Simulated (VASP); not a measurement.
Crystal: CoO.

```
Co O
1.0
     0.00000    2.13150    2.13150
     2.13150    0.00000    2.13150
     2.13150    2.13150    0.00000
Co O
1 1
Cartesian
  0.0000 0.0000 0.0000
  2.1315 2.1315 2.1315
```

Base run:

| Item | Value |
| --- | --- |
| Program | VASP 6.6.1 |
| Functional | PBE |
| Potentials or basis | VASP PAW PBE potentials, release 64 (Co, O) |
| Cutoff | 400 eV |
| k mesh | 10 × 10 × 10 |
| Occupations | gaussian, width 0.02 eV |
| Spin | collinear spin, ferromagnetic start |
| Starting moments | [3.0, 0.0] μB |

Its results: band gap on the k mesh none (metal or under the smearing width); net moment 2.93 μB per cell; site moments Co +2.57; O +0.31 μB.

Problem. After a change of settings the same cell gave: band gap on the k mesh none (metal or under the smearing width); net moment 2.37 μB per cell; site moments Co +2.20; O +0.14 μB. Which change was it?
A. cutoff from 400 eV to 520 eV; k mesh from 10 × 10 × 10 to 18 × 18 × 18
B. cutoff from 400 eV to 520 eV; k mesh from 10 × 10 × 10 to 4 × 4 × 4
C. cutoff from 400 eV to 520 eV; k mesh from 10 × 10 × 10 to 8 × 8 × 8
D. cutoff from 400 eV to 700 eV

Solution. B.

Caveats: some runs use coarse meshes; a cell with one magnetic atom can't hold antiferromagnetic order, which such compounds often take; semilocal functionals often make such compounds metallic where correlation or magnetic order opens a gap, which also shifts bond lengths.
